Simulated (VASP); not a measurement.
Method: PBE GGA, VASP's PBE PAW potentials (set 64) (plane waves; VASP).

VASP input:

File KPOINTS:
```
Automatic mesh
0
Gamma
9 9 9
0 0 0
```

INCAR:
```
SYSTEM = PbO
PREC = Accurate
ENCUT = 400
EDIFF = 1E-6
NELM = 100
ALGO = Normal
LREAL = .FALSE.
LASPH = .TRUE.
ISMEAR = 0
SIGMA = 0.2
GGA = PE
LMAXMIX = 4
LWAVE = .FALSE.
LCHARG = .FALSE.
ISIF = 2
```

POSCAR:
```
PbO
6.0181560
  0.2921421445   0.1686682765   0.5000000000
 -0.2921421445   0.1686682765   0.5000000000
  0.0000000000  -0.3373367191   0.5000000000
Pb O
1 1
Cartesian
  0.0059261034   0.0015875484   1.1426125000
 -0.0059261034  -0.0015877146   0.3573875000
```

POTCAR, in this order: Pb_d O (PBE.64 set). Program: vasp_std.

At this cut-off the stress carries a Pulay error, which pulls relaxed volumes low.

### Question
Predict the energy per atom (σ→0), pressure, largest force.

### Answer

| Item | Result |
|---|---|
| energy per atom (σ→0) | -5.104 eV/atom |
| pressure | 12.62 GPa |
| largest force | 0.153 eV/Å |

OSZICAR:
```
...
DAV:   7    -0.102244428071E+02    0.18689E+00   -0.15613E+00 11634   0.121E+01    0.146E+00
DAV:   8    -0.102254156095E+02   -0.97280E-03   -0.26101E-01 10450   0.581E+00    0.116E+00
DAV:   9    -0.102097225959E+02    0.15693E-01   -0.24292E-02 10714   0.184E+00    0.145E-01
DAV:  10    -0.102101116362E+02   -0.38904E-03   -0.24552E-03 11042   0.381E-01    0.136E-01
DAV:  11    -0.102099510666E+02    0.16057E-03   -0.57553E-04 10634   0.248E-01    0.130E-02
DAV:  12    -0.102099503262E+02    0.74040E-06   -0.14824E-05 12458   0.368E-02    0.805E-03
DAV:  13    -0.102099495714E+02    0.75477E-06   -0.14692E-06  7904   0.144E-02
   1 F= -.10209950E+02 E0= -.10208748E+02  d E =-.240281E-02
```

The structure was generated: PbO was put into an ordered model structure, which need not be its known phase. The cell was not relaxed at this level, atoms are displaced from their ideal sites.
